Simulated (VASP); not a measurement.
# Normal strain, stress and strain energy of fcc Ag under biaxial (111) strain from −2 % to +2 %, PBEsol

We have to choose the misfit strain of a thin Ag(111) film that will serve as a stress standard for a wafer-curvature gauge. The film is 3 nm thick and coherent with its substrate. We set three conditions. The in-plane stress must be at least 2 GPa in magnitude. A single small-strain modulus must reproduce that stress to within 15 %, because the gauge software knows only one modulus. The stored energy must stay below 5 meV/atom, to limit the drive towards relaxation by dislocations.

The calculations give the normal strain, the in-plane stress and the strain energy of bulk silver at nine imposed strains, with the normal stress brought to zero. Strains and energies are measured from the relaxed PBEsol crystal, and tension is positive.

## Calculations

The start is an entry of the ASE's table of reference states database. The crystal was relaxed with PBEsol. Equal strain is imposed in the (111) plane; the strain along the normal is adjusted until the normal stress vanishes, and the atoms are relaxed with PBEsol. VASP 6.6.1, plane waves with PAW, cutoff 450 eV, no spin polarisation, no spin-orbit coupling, k mesh 25×25×25, static lattice. The same in all rows: band gap on the k mesh at PBEsol: 0.000 eV.

Notes on method and selection:

- Runs that did not converge, have known faults or may not be shown are not listed, and runs on Ansatz's PAW sets soft_1 and soft_2 are kept to separate tables.

Columns:

- strain (%): strain in the plane (tension positive).
- normal strain (%): strain along the normal.
- stress (GPa): in-plane stress, tension positive.
- strain energy (meV/atom): energy per atom above the relaxed crystal.

## Data

| member | strain (%) | normal strain (%) | stress (GPa) | strain energy (meV/atom) |
| --- | --- | --- | --- | --- |
| −2 % | −2.0 | 1.970 | −4.23 | 7.89 |
| −1.5 % | −1.5 | 1.525 | −2.94 | 4.21 |
| −1 % | −1.0 | 1.047 | −1.82 | 1.79 |
| −0.5 % | −0.5 | 0.533 | −0.85 | 0.44 |
| 0 % | 0.0 | 0.000 | 0.01 | 0.00 |
| +0.5 % | 0.5 | −0.547 | 0.78 | 0.41 |
| +1 % | 1.0 | −1.080 | 1.50 | 1.58 |
| +1.5 % | 1.5 | −1.592 | 2.20 | 3.49 |
| +2 % | 2.0 | −2.063 | 2.90 | 6.08 |

Least-squares fits to the whole series, with x = strain (%); R² and errors in the fitted variable (y, or ln y where the fit is in ln y):

| y | members | fit | R² | rms residual | leave-one-out rms | the same for the mean of the others |
| --- | --- | --- | --- | --- | --- | --- |
| normal strain (%) | 9 | y = −0.02300 − 1.027 x | 1.00 | 0.033 | 0.046 | 1.5 |
| stress (GPa) | 9 | y = −0.2722 + 1.740 x | 0.99 | 0.25 | 0.36 | 2.5 |

## Why the values move as they do

Differences between the ±0.5 % rows give the small-strain response. The biaxial modulus is $M$ = (0.78 + 0.85) / 0.010 = 163 GPa, and the normal strain is −(0.547 + 0.533) / 1.0 = −1.08 times the in-plane strain. Constant volume would require −2. Silver falls well short of that because keeping its volume would cost too much shear.

Two cubic moduli follow, with $r$ = −1.08 the strain ratio. The mean stress divided by the volume change gives $B$, and the difference between in-plane and normal stress divided by twice the difference of the two strains gives $C_{44}$:

$$B = \frac{2M}{3(2+r)}, \qquad C_{44} = \frac{M}{2(1-r)}$$

With 2 + $r$ written out as 2 − 1.08 = 0.92, they are $B$ = 2 × 163 / (3 × 0.92) = 118 GPa and $C_{44}$ = 163 / (2 × 2.08) = 39 GPa. $C_{11}$ and $C_{12}$ do not follow separately, since this strain involves only their combination $C_{11}+2C_{12} = 3B$.

In linear elasticity the energy density is $M\varepsilon^2$. The mean energy at ±0.5 % is (0.44 + 0.41) / 2 = 0.425 meV/atom, which gives 0.425 / 0.25 = 1.70 meV/atom per (%)². With a rough atomic volume of 17 Å³ this corresponds to about 160 GPa, in agreement with the stress.

Compression is stiffer than tension. Between −2 % and −1.5 % the stress changes by 1.29 GPa, between +1.5 % and +2 % by only 0.70 GPa. Six of the twelve nearest-neighbour bonds lie in the plane and take the full imposed strain, and the repulsion between atoms steepens as these bonds shorten. The stress, in GPa with $x$ in %, is described by

$$\sigma = 1.62x - 0.17x^2 + 0.04x^3$$

The coefficients follow from the rows at ±0.5 % and ±2 %, with the small-strain modulus written as 1.63 GPa per %. They are (2.90 − 4.23) / 8 = −0.17 for $x^2$, ((2.90 + 4.23) / 4 − 1.63) / (4 − 0.25) = 0.04 for $x^3$ and 1.63 − 0.04 × 0.25 = 1.62 for $x$. The curve misses no row by more than 0.02 GPa, whereas the straight line has an rms residual of 0.25 GPa.

## Exceptions

Largest departures from the fit to the whole series:

| member | normal strain (%) | fit | computed − fit | in rms residuals |
| --- | --- | --- | --- | --- |
| −2 % | 1.970 | 2.031 | −0.061 | 1.8 |
| −1 % | 1.047 | 1.004 | +0.043 | 1.3 |
| −0.5 % | 0.533 | 0.490 | +0.043 | 1.3 |
| +1 % | −1.080 | −1.050 | −0.030 | 0.9 |

No row leaves the smooth curves. The −2 % row lies 1.8 rms residuals from the straight line for the normal strain, but this is curvature: the normal response per step weakens towards both ends of the series. The 0.01 GPa left at zero strain is a numerical remainder, which cancels in differences between rows of opposite strain.

The derived $C_{44}$ deserves more caution. It lies below the value known from ultrasonic measurements on silver, while $B$ lies somewhat above. The two errors partly cancel in $M$, which we judge to be too low by roughly a tenth. Shear constants of noble metals are sensitive to how the Fermi surface is sampled, so mesh and smearing are possible causes beside the functional; the table has only one mesh.

## Meeting the brief

The stress condition leaves four rows: −2 %, −1.5 %, +1.5 % and +2 %. For each we compare the linear stress $M\varepsilon$, with $M$ = 163 GPa or 1.63 GPa per %, with the computed one.

- At −2 % the linear stress is 1.63 × 2.0 = 3.26 GPa in magnitude against 4.23 GPa, which is 23 % too small.
- At −1.5 % it is 1.63 × 1.5 = 2.45 GPa against 2.94 GPa, 17 % too small.
- At +1.5 % it is 2.45 against 2.20 GPa, 11 % too large.
- At +2 % it is 3.26 against 2.90 GPa, 12 % too large.

Both compressed rows fail the 15 % condition. Of the two stretched rows, +2 % stores 6.08 meV/atom and exceeds the energy limit, while +1.5 % stores 3.49 meV/atom and meets it. **We pick +1.5 %**, with +2 % as runner-up.

The gauge reads the film force per width, $F = \sigma t$, with $t$ = 3 nm. The pick gives 2.20 × 3 = 6.6 N/m and the runner-up 2.90 × 3 = 8.7 N/m.

We carry an error of roughly 10 % in the modulus, which scales stress and energy alike. If silver is stiffer than computed, as we expect, the pick has about 2.4 GPa and 3.8 meV/atom and still meets the brief. The −1 % row would then only just reach the stress limit, at 1.1 × 1.82 = 2.00 GPa; it would meet the other two conditions as well, but with no margin in stress. If silver were instead 10 % softer than computed, the stress of the pick would be 0.9 × 2.20 = 1.98 GPa, just short of the target. The runner-up would then still store 0.9 × 6.08 = 5.5 meV/atom, so no row would qualify. The comparison with the linear stress is a ratio and is unaffected by a common scale factor.

Raising the energy limit to 7 meV/atom would admit +2 %, and its larger force would then make it the better standard. The substrate should be matched to silver's measured lattice spacing plus 1.5 %, since the PBEsol spacing has an error of its own.

## Summary

One modulus of 163 GPa gives the computed stress to within 5 % at ±0.5 % strain and to about 10 % at ±1 %. At 2 % it is 12 % too high in tension and 23 % too low in compression.

Plastic flow is the largest omission. Bulk silver yields at roughly 0.1 GPa or less, so a film that loses coherence may keep only a small part of the computed stress. The free surface adds a tensile force of roughly 1 N/m, or about 0.3 GPa spread over 3 nm, which is as large as the departure from linearity at the chosen strain.
